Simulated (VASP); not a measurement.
```
CaB6
1.0
    4.14005     0.00000     0.00000
    0.00000     4.14005     0.00000
    0.00000     0.00000     4.14005
Ca B
1 6
Direct
  0.00000   0.00000   0.00000
  0.79792   0.50000   0.50000
  0.50000   0.20208   0.50000
  0.50000   0.79792   0.50000
  0.20208   0.50000   0.50000
  0.50000   0.50000   0.79792
  0.50000   0.50000   0.20208
```

Level of theory: r2SCAN meta-GGA, VASP's PBE PAW potentials (set 64) (plane waves; VASP). Settings: 520 eV cut-off, 6×6×6 Γ-centred mesh, tetrahedra with Blöchl corrections, potentials Ca_sv B.

Problem. Give the energies of bands 7 to 17 at the high-symmetry points, in eV from the valence-band maximum.

Solution. 
```
band      Γ      X      M      R
----  -----  -----  -----  -----
7     -7.11  -6.67  -9.47  -9.18
8     -7.11  -6.67  -6.10  -9.18
9     -7.11  -6.59  -5.85  -4.67
10    -5.76  -5.38  -5.24  -4.67
11    -5.76  -2.59  -2.90  -4.67
12    -0.38  -2.59  -2.90  -1.19
13    -0.38  -1.93  -1.61  -1.19
14    -0.38  -0.03  -1.61  -1.19
15     2.95   0.01   3.25   4.78
16     2.95   3.43   3.25   5.07
17     2.95   3.43   4.37   5.13
```

The gap is indirect, 0.01 eV, from the valence maximum at Γ-X at 0.89 to the conduction minimum at X.

Measured: gap 1.00 eV (computed value off by -0.99 eV), as given by Zhigang Wu et al., Physical Review B (2004), arXiv:cond-mat/0401246.

The compound is CaB6 in the cab6 structure. It was relaxed first.
